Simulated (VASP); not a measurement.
Energy against volume of TiC (rock salt). Computed with optB88-vdW, VASP's PBE PAW potentials (set 64) (plane waves; VASP). Numerical set-up: 520 eV cut-off, 14×14×14 Γ-centred mesh, first-order Methfessel-Paxton smearing of 0.10 eV, potentials Ti_sv C.

| V (Å³/atom) | E (eV/atom) |
|---|---|
| 9.573 | -7.31832 |
| 9.878 | -7.34272 |
| 10.184 | -7.35041 |
| 10.489 | -7.34374 |

Q: Fit these four points and predict the energy of the run at 10.795 Å³/atom.

A: A cubic in V^(−2/3), the third-order Birch-Murnaghan form, passes through the four points with V0 = 10.19 Å³/atom and B0 = 250 GPa, and gives -7.3247 eV/atom there. The run gave -7.3247 eV/atom, +0.0 meV/atom from the fit; all five points give B0 = 250 GPa.

The compound is TiC in the rock salt structure. It was relaxed first.
